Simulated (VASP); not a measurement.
HPbNO4:

```
H Pb N O
1.0
     3.85707    0.00178   -0.03658
     0.17353    4.33436   -0.01647
     0.75803    0.83873    5.87662
H Pb N O
1 1 1 4
Direct
  0.61511 0.89559 0.19844
  0.64597 0.44651 0.91685
  0.71474 0.23810 0.50058
  0.16958 0.47007 0.77768
  0.62919 0.97045 0.49845
  0.56424 0.92583 0.03849
  0.78022 0.42250 0.31951
```

The cell was built by a generator and needn't be a form met in nature.

Base run:

```yaml
Program: VASP 6.6.1
Functional: PBE
Potentials_or_basis: VASP PAW PBE potentials, release 64 (H, Pb_d, N, O)
Cutoff: 520 eV
k_mesh: 7 × 6 × 5
Occupations: fermi-dirac, width 0.05 eV
Spin: no spin polarisation
```

Its results: band gap on the k mesh 0.36 eV, indirect (least direct gap 0.59 eV); pressure 0.6 GPa; largest force 0.623 eV/Å.

The run is repeated on the same cell with these changes: dispersion from none to TS. What comes out?

Band gap on the k mesh 0.36 eV, indirect (least direct gap 0.59 eV); pressure -0.3 GPa; largest force 0.611 eV/Å.

Dispersion adds attraction, which lowers the pressure at fixed volume.

Caveats: the standard files for N, O and F lose accuracy on very short bonds; spin-orbit coupling is left out, which as a rule narrows the gap of such compounds by several tenths of an eV; an odd mesh through Γ misses points on the zone boundary, where band edges often lie.
